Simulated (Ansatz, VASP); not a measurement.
Be3B2C in VASP and in Ansatz

```
CELL_PARAMETERS angstrom
3.06141 0.00000 0.00000
-1.53070 2.65125 0.00000
0.00000 0.00000 5.12077
ATOMIC_POSITIONS crystal
Be 0.50000 0.00000 0.00000
Be 0.00000 0.50000 0.00000
Be 0.50000 0.50000 0.00000
B 0.00000 0.00000 0.82579
B 0.00000 0.00000 0.17421
C 0.00000 0.00000 0.50000
```

Alike in both runs: task single point; functional PBE; k mesh 6 × 6 × 4; occupations gaussian, width 0.1 eV; no spin polarisation.

```csv
,VASP,Ansatz
version,VASP 6.6.1,Ansatz 0.2.0
potentials or method,"VASP PAW PBE potentials, release 64 (Be, B, C)","scalar-relativistic, plane waves, PAW"
plane-wave cutoff (eV),520,420
valence electrons in the cell,16,16
```

|  | VASP | Ansatz | Ansatz less VASP |
| --- | --- | --- | --- |
| gap on the k mesh at the Fermi level (eV) | none | none | - |
| rms of the force components (eV/Å) | 1.793 | 1.787 | -0.0057 |

Atom by atom the forces differ by 0.006 eV/Å (rms over components). A gap of «none» marks a metal or a gap that the smearing closes.

Caveats: the k mesh is coarse (spacing up to 0.39 Å⁻¹), so the values aren't converged; forces of over 1 eV/Å show positions far from the minimum, so gaps and moduli don't describe the material at rest.
